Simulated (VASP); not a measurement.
Calculation: revPBE GGA, VASP's PBE PAW potentials (set 64) (plane waves; VASP).

VASP input:

**POSCAR**
```
AlN
4.3291120
  0.0000000000   0.5000000531   0.5000000531
  0.5000000531   0.0000000000   0.5000000531
  0.5000000531   0.5000000531   0.0000000000
Al N
1 1
direct
  0.0000000000   0.0000000000   0.0000000000
  0.2500000000   0.2500000000   0.2500000000
```

File KPOINTS:
```
Automatic mesh
0
Gamma
10 10 10
0 0 0
```

**INCAR**
```
ALGO=Normal
EDIFF=1E-7
ENCUT=520
GGA=RE
ISIF=2
ISMEAR=0
LASPH=T
LCHARG=F
LREAL=F
LWAVE=F
NELM=100
PREC=Accurate
SIGMA=0.05
SYSTEM=AlN
```

POTCAR, in this order: Al N (PBE.64 set). Program: vasp_std.

The run wrote:

File OSZICAR:
```
       N       E                     dE             d eps       ncg     rms          rms(c)
DAV:   1     0.973471796158E+01    0.97347E+01   -0.41688E+03   800   0.827E+02
DAV:   2    -0.161060128088E+02   -0.25841E+02   -0.24264E+02   984   0.144E+02
DAV:   3    -0.165739695005E+02   -0.46796E+00   -0.46796E+00   872   0.241E+01
DAV:   4    -0.165753951853E+02   -0.14257E-02   -0.14257E-02  1128   0.125E+00
DAV:   5    -0.165753976686E+02   -0.24834E-05   -0.24834E-05   912   0.413E-02    0.887E+00
DAV:   6    -0.141987278526E+02    0.23767E+01   -0.12974E+01   808   0.236E+01    0.312E+00
DAV:   7    -0.141940781517E+02    0.46497E-02   -0.13107E-01   856   0.357E+00    0.215E+00
DAV:   8    -0.141953549802E+02   -0.12768E-02   -0.21600E-02   752   0.198E+00    0.437E-01
DAV:   9    -0.141950310925E+02    0.32389E-03   -0.87666E-04  1160   0.237E-01    0.232E-01
DAV:  10    -0.141951783717E+02   -0.14728E-03   -0.41912E-04   768   0.174E-01    0.341E-02
DAV:  11    -0.141951792690E+02   -0.89729E-06   -0.19696E-05   944   0.341E-02    0.202E-02
DAV:  12    -0.141951796990E+02   -0.43000E-06   -0.25169E-06   808   0.153E-02    0.132E-03
DAV:  13    -0.141951797150E+02   -0.16005E-07   -0.51916E-08   696   0.210E-03
   1 F= -.14195180E+02 E0= -.14195180E+02  d E =-.493797E-17
```

File OUTCAR:
```
------------------------ aborting loop because EDIFF is reached ----------------------------------------
  FORCE on cell =-STRESS in cart. coord.  units (eV):
  Direction    XX          YY          ZZ          XY          YZ          ZX
  --------------------------------------------------------------------------------------
  Total        1.6677445      1.6677445      1.6677445     -0.0000000      0.0000000      0.0000000
  in kB      131.7357038    131.7357038    131.7357038     -0.0000000      0.0000000      0.0000000
  external PRESSURE =     131.7357038 kB  Pullay stress =       0.0000000 kB
  volume of cell :       20.28
      direct lattice vectors                 reciprocal lattice vectors
     0.000000000  2.164556230  2.164556230    -0.230994230  0.230994230  0.230994230
     2.164556230  0.000000000  2.164556230     0.230994230 -0.230994230  0.230994230
     2.164556230  2.164556230  0.000000000     0.230994230  0.230994230 -0.230994230
  FREE ENERGIE OF THE ION-ELECTRON SYSTEM (eV)
  ---------------------------------------------------
  free  energy   TOTEN  =       -14.1951797150 eV

  energy  without entropy=      -14.1951797150  energy(sigma->0) =      -14.19517971
```
(Selected blocks of OUTCAR.)

The compound is AlN in the zinc blende structure, a metastable form; wurtzite is the usual one. This cell is one point of a volume scan, at 0.94 of the reference volume.
